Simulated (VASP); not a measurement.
Wanted: the native input for a VASP 6.6.1 run.

* Task: relaxation of cell and atoms
* Functional: PBE
* Potentials or basis: VASP PAW PBE potentials, release 64 (Sn_d, Ge_d, O)
* Cutoff: 520 eV
* k mesh: 3 × 3 × 3
* Occupations: gaussian, width 0.15 eV
* Spin: no spin polarisation
* Further INCAR settings: PREC = Normal; ALGO = Fast; EDIFF = 0.0001; IBRION = 2; EDIFFG = -0.08; NSW = 24; ISIF = 3

The structure of Sn2GeO2 lies in POSCAR:

```
Sn2GeO2
1.0
    4.2174884700      0.0000000000      0.0000000000
    0.0000000000      4.2174884700      0.0000000000
    0.0000000000      0.0000000000      5.9435511500
Sn Ge O
2 1 2
Direct
    0.5000000000      0.5000000000      0.5000000000
    0.0000000000      0.0000000000      0.0000000000
    0.0000000000      0.0000000000      0.5000000000
    0.5000000000      0.0000000000      0.5000000000
    0.0000000000      0.5000000000      0.5000000000
```

The cell was built by a generator and needn't be a form met in nature.

These files were run (other wordings do the same):

INCAR

```
SYSTEM = Sn2GeO2
PREC = Normal
ENCUT = 520
EDIFF = 1E-4
ISMEAR = 0
SIGMA = 0.15
LREAL = .False.
LASPH = .True.
NELM = 60
ALGO = Fast
ISIF = 3
LWAVE = .False.
LCHARG = .False.
GGA = PE
IBRION = 2
NSW = 24
EDIFFG = -0.08
```

KPOINTS

```
Automatic mesh
0
Gamma
  3 3 3
  0 0 0
```

Potentials or basis: VASP PAW PBE potentials, release 64 (Sn_d, Ge_d, O).

Run with:

```sh
$ cat potpaw_PBE.64/Sn_d/POTCAR potpaw_PBE.64/Ge_d/POTCAR potpaw_PBE.64/O/POTCAR > POTCAR
$ mpirun -np 1 vasp_std > vasp.out
```

Results of the run:

```yaml
Relaxed_volume: 22.72 Å³/atom
Relaxed_cell: a = 4.517 Å, b = 4.517 Å, c = 5.568 Å, α = 90.00°, β = 90.00°, γ = 90.00°
Space_group_after_relaxing_to_0.05_Å: P4/mmm (No. 123)
Energy_gained_by_relaxing: 167.9 meV/atom
Ionic_steps: 8
Pressure_after_relaxing: 0.0 GPa
Band_gap_on_the_k_mesh: none (metal or under the smearing width)
```

Caveat: the k mesh is coarse (spacing up to 0.50 Å⁻¹), so the values aren't converged.

Wall time 44 s on 1 thread of Intel(R) Xeon(R) 6975P-C (Granite Rapids), with other jobs on the host, peak memory 0.16 GiB.
